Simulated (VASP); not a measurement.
The system is CuAu.

```
CELL_PARAMETERS angstrom
2.81075 0.00000 0.00000
0.00000 2.81075 0.00000
0.00000 0.00000 3.68500
ATOMIC_POSITIONS crystal
Cu 0.50000 0.50000 0.50000
Au 0.00000 0.00000 0.00000
```

- Program: VASP 6.6.1
- Task: relaxation of cell and atoms
- Functional: PBE
- Potentials or basis: VASP PAW PBE potentials, release 64 (Cu, Au)
- Cutoff: 600 eV
- k mesh: 14 × 14 × 12
- Occupations: gaussian, width 0.1 eV
- Spin: no spin polarisation

At the start: pressure 4.2 GPa; volume 14.56 Å³/atom.

Q: Where does the relaxation end?

A: Over 48 steps the energy falls by 8.7 meV/atom and the volume is 14.98 Å³/atom (+2.9 %); space group P4/mmm (No. 123, to 0.05 Å).

The path:
```
step  energy change (eV)  largest force (eV/Å)  pressure (GPa)  volume (Å³)
   1              0.0000                0.0000            4.21        29.11
   3             -0.0140                0.0000            1.37        30.11
   5             -0.0137                0.0000           -0.75        30.22
   7             -0.0139                0.0000           -0.44        30.14
   9             -0.0147                0.0000           -0.15        29.97
  11             -0.0155                0.0000            1.02        29.89
  13             -0.0160                0.0000            1.09        29.78
  15             -0.0165                0.0000            0.68        29.83
  17             -0.0174                0.0000           -0.35        30.03
  19             -0.0174                0.0000           -0.10        30.01
  21             -0.0174                0.0000           -0.23        30.00
  23             -0.0174                0.0000           -0.11        29.99
  25             -0.0174                0.0000           -0.32        29.96
  27             -0.0173                0.0000            0.32        29.94
  29             -0.0174                0.0000            0.23        29.95
  31             -0.0173                0.0000            0.37        29.95
  33             -0.0174                0.0000            0.05        29.96
  35             -0.0174                0.0000            0.24        29.96
  37             -0.0174                0.0000            0.28        29.96
  39             -0.0174                0.0000            0.29        29.96
  41             -0.0174                0.0000            0.29        29.96
  43             -0.0174                0.0000            0.29        29.96
  45             -0.0174                0.0000            0.29        29.96
  47             -0.0174                0.0000            0.29        29.96
  48             -0.0174                0.0000            0.00        29.96
```

Final structure:
```xyz
2
Lattice="2.8855 0.0000 0.0000 0.0000 2.8855 0.0000 0.0000 0.0000 3.5980" Properties=species:S:1:pos:R:3 pbc="T T T"
Cu    1.4427    1.4427    1.7990
Au    0.0000    0.0000    0.0000
```
